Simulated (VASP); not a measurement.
# A VASP study of Si3N4 (LDA): structure first, properties next, part 5 of 7

Wanted: the relaxed cell of Si3N4 and its properties. The start is a cell from a database of measured crystal structures.

VASP 6.6.1; LDA; plane waves and PAW (Si, N).

So far, gap on the k-mesh (eV): step 2 (relaxing cell and atoms (LDA)) 4.23; step 6 (total and projected DOS (LDA)) 4.20. The relaxed cell has a = 7.577, c = 2.893 Å (conventional setting).

### 7. Zone-centre phonons (LDA) (continued)

OUTCAR, selected parts (step 7):

```text
   NELECT =      64.0000    total number of electrons

  Total        0.0433184      0.0433184     -0.0515114     -0.0000000     -0.0000000      0.0000000
  in kB        0.4825041      0.4825041     -0.5737629     -0.0000001     -0.0000000      0.0000000
  external PRESSURE =       0.1304151 kB  Pullay stress =       0.0000000 kB

 POSITION                                       TOTAL-FORCE (eV/Angst)
 -----------------------------------------------------------------------------------
      5.15659      1.14119      0.72323         0.005126     -0.007361     -0.000000
      1.59000      5.03634      2.16969         0.008938      0.000759     -0.000000
      4.01057      3.89515      0.72323         0.003812      0.008120     -0.000000
     -1.36801      5.42083      2.16969        -0.005126      0.007361     -0.000000
      2.19859      1.52568      0.72323        -0.008938     -0.000759     -0.000000
     -0.22199      2.66687      2.16969        -0.003812     -0.008120     -0.000000
     -1.02723      2.16705      0.72323         0.001755     -0.008255     -0.000000
      5.18683      0.19392      2.16969         0.008027     -0.002607     -0.000000
      2.42548      4.58888      0.72323         0.006272      0.005648      0.000000
      4.81582      4.39496      2.16969        -0.001755      0.008255      0.000000
     -1.39824      6.36810      0.72323        -0.008027      0.002607      0.000000
      1.36311      1.97314      2.16969        -0.006272     -0.005648      0.000000
      3.78858      2.18734      0.72323        -0.000000      0.000000      0.000000
     -0.00000      4.37468      2.16969        -0.000000      0.000000      0.000000
 -----------------------------------------------------------------------------------
    total drift:                                0.000000     -0.000000      0.000000

 MACROSCOPIC STATIC DIELECTRIC TENSOR (including local field effects in DFT)
 ------------------------------------------------------
           4.229513     0.000001     0.000000
          -0.000001     4.229513     0.000000
           0.000000     0.000000     4.308867
 ------------------------------------------------------

 PIEZOELECTRIC TENSOR (including local field effects)  for field in x, y, z        (C/m^2)
          XX          YY          ZZ          XY          YZ          ZX
  --------------------------------------------------------------------------------
  x     0.00000     0.00000     0.00000     0.00000     0.00000     0.00000
  y     0.00000     0.00000     0.00000     0.00000     0.00000     0.00000
  z     0.00000     0.00000     0.00000     0.00000     0.00000     0.00000

 BORN EFFECTIVE CHARGES (including local field effects) (in |e|, cummulative output)
 ---------------------------------------------------------------------------------
 ion    1
    1     3.35665     0.22801     0.00000
    2     0.20228     3.32062     0.00000
    3     0.00000     0.00000     3.38395
 ion    2
    1     3.14330    -0.07910     0.00000
    2    -0.10484     3.53397     0.00000
    3     0.00000     0.00000     3.38395
 ion    3
    1     3.51595    -0.11031     0.00000
    2    -0.13604     3.16132     0.00000
    3     0.00000     0.00000     3.38395
 ion    4
    1     3.35665     0.22801     0.00000
    2     0.20228     3.32062     0.00000
    3     0.00000     0.00000     3.38395
 ion    5
    1     3.14330    -0.07910     0.00000
    2    -0.10484     3.53397     0.00000
    3     0.00000     0.00000     3.38395
 ion    6
    1     3.51595    -0.11031     0.00000
    2    -0.13604     3.16132     0.00000
    3     0.00000     0.00000     3.38395
[...]
2     0.05092    -2.92167     0.00000
    3     0.00000     0.00000    -1.76022

 Eigenvectors and eigenvalues of the dynamical matrix
 ----------------------------------------------------

   1 f  =   31.667564 THz   198.973172 2PiTHz 1056.316229 cm-1   130.966462 meV
             X         Y         Z           dx          dy          dz
[...]
1.589998  5.036337  2.169694    -0.034075    0.171520   -0.000000
      4.010569  3.895147  0.723231    -0.178001   -0.086631    0.000000
     -1.368012  5.420828  2.169694     0.117527   -0.082199    0.000000
      2.198585  1.525681  0.723231    -0.034075    0.171520    0.000000
     -0.221986  2.666871  2.169694    -0.178001   -0.086631    0.000000
     -1.027233  2.167054  0.723231     0.130070    0.129094   -0.000000
      5.186825  0.193917  2.169694    -0.019600   -0.215487    0.000000
      2.425476  4.588881  0.723231     0.353651   -0.172815    0.000000
      4.815816  4.394964  2.169694     0.130070    0.129094    0.000000
     -1.398243  6.368101  0.723231    -0.019600   -0.215487   -0.000000
      1.363107  1.973137  2.169694     0.353651   -0.172815    0.000000
      3.788583  2.187339  0.723231    -0.330279    0.255422   -0.000000
     -0.000000  4.374679  2.169694    -0.330279    0.255422   -0.000000

   6 f  =   28.158681 THz   176.926213 2PiTHz  939.272508 cm-1   116.454896 meV
             X         Y         Z           dx          dy          dz
      5.156595  1.141190  0.723231     0.030786    0.207889   -0.000000
      1.589998  5.036337  2.169694    -0.164645    0.130606    0.000000
      4.010569  3.895147  0.723231    -0.195430   -0.077283   -0.000000
     -1.368012  5.420828  2.169694    -0.030786   -0.207889   -0.000000
      2.198585  1.525681  0.723231     0.164645   -0.130606    0.000000
     -0.221986  2.666871  2.169694     0.195430    0.077283   -0.000000
     -1.027233  2.167054  0.723231    -0.271681   -0.220658    0.000000
      5.186825  0.193917  2.169694     0.055255   -0.345612    0.000000
      2.425476  4.588881  0.723231     0.326937   -0.124954   -0.000000
      4.815816  4.394964  2.169694     0.271681    0.220658    0.000000
     -1.398243  6.368101  0.723231    -0.055255    0.345612    0.000000
      1.363107  1.973137  2.169694    -0.326937    0.124954   -0.000000
      3.788583  2.187339  0.723231    -0.000000    0.000000    0.000000
     -0.000000  4.374679  2.169694     0.000000   -0.000000   -0.000000

   7 f  =   27.868034 THz   175.100024 2PiTHz  929.577566 cm-1   115.252877 meV
             X         Y         Z           dx          dy          dz
      5.156595  1.141190  0.723231     0.060022   -0.072282    0.000000
      1.589998  5.036337  2.169694    -0.202871   -0.127304   -0.000000
      4.010569  3.895147  0.723231    -0.041400    0.151222   -0.000000
     -1.368012  5.420828  2.169694    -0.060022    0.072282    0.000000
      2.198585  1.525681  0.723231     0.202871    0.127304   -0.000000
     -0.221986  2.666871  2.169694     0.041400   -0.151222    0.000000
     -1.027233  2.167054  0.723231     0.004069   -0.074852   -0.000000
      5.186825  0.193917  2.169694    -0.056566    0.328049   -0.000000
      2.425476  4.588881  0.723231     0.249593   -0.155986    0.000000
      4.815816  4.394964  2.169694    -0.004069    0.074852    0.000000
     -1.398243  6.368101  0.723231     0.056566   -0.328049   -0.000000
      1.363107  1.973137  2.169694    -0.249593    0.155986    0.000000
    [... 595 further lines ...]
      3.788583  2.187339  0.723231    -0.195361    0.108272    0.000000
     -0.000000  4.374679  2.169694    -0.195361    0.108272    0.000000

 MACROSCOPIC STATIC DIELECTRIC TENSOR IONIC CONTRIBUTION
 ------------------------------------------------------
           3.870535     0.000000     0.000000
           0.000000     3.870535    -0.000000
           0.000000    -0.000000     3.773265
 ------------------------------------------------------

 ELASTIC MODULI CONTR FROM IONIC RELAXATION (kBar)
 Direction    XX          YY          ZZ          XY          YZ          ZX
 --------------------------------------------------------------------------------
 XX       -1185.6433    682.8166    286.1032     -0.3475      0.0000     -0.0000
 YY         682.8166  -1185.6433    286.1032     -0.3475     -0.0000      0.0000
 ZZ         286.1032    286.1032   -870.0812     -0.1755     -0.0000     -0.0000
 XY          -0.3475     -0.3475     -0.1755   -934.2312      0.0000     -0.0000
 YZ           0.0000     -0.0000     -0.0000      0.0000   -707.3283     44.6187
 ZX          -0.0000      0.0000     -0.0000     -0.0000     44.6187   -697.7892
 --------------------------------------------------------------------------------

 PIEZOELECTRIC TENSOR IONIC CONTR  for field in x, y, z        (C/m^2)
          XX          YY          ZZ          XY          YZ          ZX
  --------------------------------------------------------------------------------
  x    -0.00000    -0.00000     0.00000    -0.00000     0.00000    -0.00000
  y    -0.00000    -0.00000     0.00000    -0.00000    -0.00000     0.00000
  z    -0.00000     0.00000     0.00000    -0.00000     0.00000     0.00000

[... 9 parts as in an earlier step ...]

[... 2 further parts left out ...]
```

Energies printed during the response cycles are not total energies of the cell.

This step gave:

```
bands                          : 46
irreducible k-points           : 20
pressure of the cell           : 0.01304 GPa
largest force of the cell      : 0.008970 eV/Å
Fermi energy                   : 6.971 eV
valence top at k               : 0, 0, 0.1111
gap on the k-mesh              : 4.228 eV
least direct gap on the k-mesh : 4.411 eV
```

Electronic dielectric tensor with local fields:

```
4.23 0.00 0.00
0.00 4.23 0.00
0.00 0.00 4.31
```

Ionic part of the static dielectric tensor:

```
3.87 0.00 0.00
0.00 3.87 0.00
0.00 0.00 3.77
```

Born effective charge (e), principal values of the symmetric part by kind of site:

| atom | atoms with these values | low | middle | high | mean |
| --- | --- | --- | --- | --- | --- |
| Si1 | 6 | 3.12 | 3.38 | 3.55 | 3.35 |
| N7 | 6 | -3.12 | -2.80 | -1.61 | -2.51 |
| N13 | 2 | -2.92 | -2.92 | -1.76 | -2.53 |

In full for N7:

```
-2.69 -0.68  0.00
-0.69 -2.04  0.00
 0.00  0.00 -2.80
```

Lines of the infrared spectrum (strongest = 100):

| position (cm⁻¹) | lines merged | squared mode dipole, relative |
| --- | --- | --- |
| 177 | 2 | 0.0 |
| 198 | 1 | 0.0 |
| 219 | 2 | 0.0 |
| 242 | 1 | 0.0 |
| 263 | 1 | 0.0 |
| 297 | 2 | 0.0 |
| 358 | 1 | 4.0 |
| 397 | 1 | 0.0 |
| 418 | 2 | 12 |
| 439 | 2 | 0.0 |
| 453 | 1 | 0.0 |
| 549 | 1 | 0.0 |
| 559 | 2 | 8.4 |
| 612 | 2 | 0.0 |
| 649 | 1 | 0.0 |
| 724 | 1 | 0.0 |
| 858 | 1 | 58 |
| 868 | 2 | 0.0 |
| 872 | 2 | 0.0 |
| 886 | 1 | 0.0 |
| 897 | 2 | 100 |
| 930 | 2 | 0.0 |
| 939 | 1 | 0.0 |
| 1026 | 2 | 4.0 |
| 1037 | 2 | 0.0 |
| 1056 | 1 | 0.0 |

Transverse limit, no LO-TO splitting. The modes at Γ (shares of kinetic energy by element, %):

| mode | frequency (cm⁻¹) | IR | Si % | N % |
| --- | --- | --- | --- | --- |
| 1 | 358.4 | 0.40 | 6 | 94 |
| 2 | 396.9 | 0 | 37 | 63 |
| 3 | 417.8 | 0.62 | 24 | 76 |
| 4 | 417.8 | 0.62 | 24 | 76 |
| 5 | 439.3 | 0 | 44 | 56 |
| 6 | 439.3 | 1.9e-34 | 44 | 56 |
| 7 | 452.6 | 7.7e-34 | 20 | 80 |
| 8 | 548.6 | 4.0e-12 | 79 | 21 |
| 9 | 559.4 | 0.42 | 71 | 29 |
| 10 | 559.4 | 0.42 | 71 | 29 |
| 11 | 612.4 | 7.7e-34 | 73 | 27 |
| 12 | 612.4 | 0 | 73 | 27 |
| 13 | 648.6 | 7.2e-12 | 96 | 4 |
| 14 | 723.7 | 2.4e-33 | 80 | 20 |
| 15 | 857.8 | 5.8 | 34 | 66 |
| 16 | 867.6 | 1.2e-32 | 30 | 70 |
| 17 | 867.6 | 4.8e-35 | 30 | 70 |
| 18 | 871.9 | 1.2e-32 | 26 | 74 |
| 19 | 871.9 | 2.8e-32 | 26 | 74 |
| 20 | 886.1 | 0 | 23 | 77 |
| 21 | 897.2 | 5.0 | 27 | 73 |
| 22 | 897.2 | 5.0 | 27 | 73 |
| 23 | 929.6 | 0 | 18 | 82 |
| 24 | 929.6 | 7.7e-34 | 18 | 82 |
| 25 | 939.3 | 4.8e-33 | 26 | 74 |
| 26 | 1026.5 | 0.20 | 18 | 82 |
| 27 | 1026.5 | 0.20 | 18 | 82 |
| 28 | 1037.4 | 3.9e-33 | 20 | 80 |
| 29 | 1037.4 | 3.1e-33 | 20 | 80 |
| 30 | 1056.3 | 1.9e-11 | 18 | 82 |

Displacements in mode 1 (358.4 cm⁻¹), the largest set to 1:
```
Si1  0.00  0.00  0.10
Si2  0.00  0.00  0.10
Si3  0.00  0.00  0.10
Si4  0.00  0.00  0.10
Si5  0.00  0.00  0.10
Si6  0.00  0.00  0.10
N7   0.00  0.00  0.13
N8   0.00  0.00  0.13
N9   0.00  0.00  0.13
N10  0.00  0.00  0.13
N11  0.00  0.00  0.13
N12  0.00  0.00  0.13
N13  0.00  0.00 -1.00
N14  0.00  0.00 -1.00
```

Displacements in mode 27 (1026.5 cm⁻¹), the largest set to 1:
```
Si1 -0.18 -0.39  0.00
Si2  0.36 -0.06  0.00
Si3 -0.19  0.25  0.00
Si4 -0.18 -0.39  0.00
Si5  0.36 -0.06  0.00
Si6 -0.19  0.25  0.00
N7   0.91  0.54  0.00
N8  -0.13  1.00  0.00
N9   0.00 -0.13  0.00
N10  0.91  0.54  0.00
N11 -0.13  1.00  0.00
N12  0.00 -0.13  0.00
N13 -0.77 -1.00  0.00
N14 -0.77 -1.00  0.00
```

The Born charges sum to zero; the printed set may have that rule imposed, so this is no test. The Born charge of N depends strongly on direction, from -3.12 to -1.61 e, beside a nominal -3.

[end of part 5 of 7]

[Lines on the potential files, build, host, timing and source positions are cut from VASP's logs without a mark.]

[Logs are printed without paths, hosts, clocks, repeated set-up lines and the standing remarks that a program may print on its own settings, such as how far it seeks lower states.]

[Hosts, paths, dates, database ids (printed as entryN), source tags and the programs' standing remarks are cut or masked in the printed files.]

[A measured line is paired with the nearest computed mode of its activity, which favours agreement.]

[In band tables of VASP the shares of atoms and orbitals are scaled to a sum of 1 inside the atoms' spheres.]
